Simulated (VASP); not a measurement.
OSZICAR of a VASP run on W (bcc):

### OSZICAR
```
       N       E                     dE             d eps       ncg     rms          rms(c)
DAV:   1     0.754716003669E+02    0.75472E+02   -0.77151E+03  2648   0.139E+03
DAV:   2    -0.119907863821E+02   -0.87462E+02   -0.84304E+02  2838   0.326E+02
DAV:   3    -0.135499149918E+02   -0.15591E+01   -0.15457E+01  2977   0.433E+01
DAV:   4    -0.135576911964E+02   -0.77762E-02   -0.77741E-02  2862   0.338E+00
DAV:   5    -0.135577538681E+02   -0.62672E-04   -0.62671E-04  2937   0.304E-01    0.211E+01
DAV:   6    -0.130769891562E+02    0.48076E+00   -0.56053E-01  2820   0.101E+01    0.850E+00
DAV:   7    -0.129486556871E+02    0.12833E+00   -0.30024E-01  2915   0.690E+00    0.613E-01
DAV:   8    -0.129440766579E+02    0.45790E-02   -0.35168E-03  2718   0.857E-01    0.131E-01
DAV:   9    -0.129441097737E+02   -0.33116E-04   -0.44615E-05  2997   0.887E-02    0.656E-02
DAV:  10    -0.129441058603E+02    0.39134E-05   -0.10307E-05  2835   0.489E-02    0.128E-02
DAV:  11    -0.129441063766E+02   -0.51631E-06   -0.13168E-07  1523   0.453E-03
   1 F= -.12944106E+02 E0= -.12944263E+02  d E =-.129441E+02
       N       E                     dE             d eps       ncg     rms          rms(c)
DAV:   1    -0.145757275032E+02   -0.16316E+01   -0.41069E+01  2697   0.104E+02    0.133E+01
DAV:   2    -0.130392041529E+02    0.15365E+01   -0.26652E+00  2673   0.204E+01    0.365E+00
DAV:   3    -0.128391812952E+02    0.20002E+00   -0.62094E-01  2765   0.996E+00    0.199E+00
DAV:   4    -0.128425657852E+02   -0.33845E-02   -0.92967E-03  2744   0.130E+00    0.834E-01
DAV:   5    -0.128435577408E+02   -0.99196E-03   -0.18121E-03  2840   0.515E-01    0.187E-02
DAV:   6    -0.128435546514E+02    0.30894E-05   -0.15917E-05  2862   0.510E-02    0.126E-02
DAV:   7    -0.128435555679E+02   -0.91650E-06   -0.59578E-07  1713   0.116E-02
   2 F= -.12843556E+02 E0= -.12843710E+02  d E =0.100551E+00
       N       E                     dE             d eps       ncg     rms          rms(c)
DAV:   1    -0.139536638475E+02   -0.11101E+01   -0.22489E+01  2703   0.718E+01    0.133E+01
DAV:   2    -0.131067996958E+02    0.84686E+00   -0.12173E+00  2685   0.156E+01    0.277E+00
DAV:   3    -0.129529994675E+02    0.15380E+00   -0.41045E-01  2741   0.858E+00    0.259E+00
DAV:   4    -0.129538183925E+02   -0.81893E-03   -0.95289E-03  2747   0.132E+00    0.115E-01
DAV:   5    -0.129535856810E+02    0.23271E-03   -0.14623E-03  2852   0.499E-01    0.189E-02
DAV:   6    -0.129535801142E+02    0.55668E-05   -0.15638E-05  2751   0.588E-02    0.159E-02
DAV:   7    -0.129535805116E+02   -0.39740E-06   -0.66403E-07  1668   0.111E-02
   3 F= -.12953581E+02 E0= -.12953732E+02  d E =-.947413E-02
       N       E                     dE             d eps       ncg     rms          rms(c)
DAV:   1    -0.129536868573E+02   -0.10674E-03   -0.21867E-03  2721   0.740E-01    0.123E-01
DAV:   2    -0.129536065383E+02    0.80319E-04   -0.11738E-04  2709   0.148E-01    0.285E-02
DAV:   3    -0.129535933088E+02    0.13229E-04   -0.39143E-05  2754   0.825E-02    0.222E-02
DAV:   4    -0.129535946769E+02   -0.13681E-05   -0.82710E-07  1763   0.128E-02    0.303E-03
DAV:   5    -0.129535946696E+02    0.73014E-08   -0.16257E-07  1332   0.569E-03
   4 F= -.12953595E+02 E0= -.12953747E+02  d E =-.948829E-02
```

### Question
Which electronic solver shows in the log?

### Answer
It is blocked Davidson (ALGO = Normal, or the opening steps of other solvers). The INCAR had ALGO = Normal.

### Question
Can the final energy be trusted as converged?

### Answer
The run converged. It stopped with EDIFF = 1E-6, NELM = 100, NSW = 60 and EDIFFG = -0.01 after 4 ionic steps (PBE GGA, plane waves, VASP's PBE PAW potentials (set 64)). Energy and stress use the plane-wave basis of the starting cell.

The compound is W in the bcc structure. This run relaxes it. Symmetry was kept, so distortions that lower it aren't found.
